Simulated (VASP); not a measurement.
```
RuC
1.0
    2.88674     0.00000     0.00000
   -1.44337     2.49999     0.00000
    0.00000     0.00000     5.35281
Ru C
2 2
Direct
  0.00000   0.00000   0.00000
  0.00000   0.00000   0.50000
  0.33333   0.66667   0.25000
  0.66667   0.33333   0.75000
```

The numbers are results of PBEsol GGA, VASP's PBE PAW potentials (set 64) (plane waves; VASP), not measurements. Settings: 520 eV cut-off, 14×14×7 Γ-centred mesh, tetrahedra with Blöchl corrections, potentials Ru_pv C.

Question: What does the run give for the energy per atom (σ→0), band gap (on the k-mesh) with the smallest direct gap where there is one?

Answer: 
```
Item                                                        Result
------------------------  ----------------------------------------
band gap (on the k-mesh)  none (metal, semimetal or under 0.01 eV)
energy per atom (σ→0)                               -9.328 eV/atom
```

Only differences to runs with the same potentials and settings are physical.

The structure was generated: RuC was put into the NiAs type type (P6_3/mmc), which need not be its known phase. It was relaxed first, which changed the volume by -28 %.
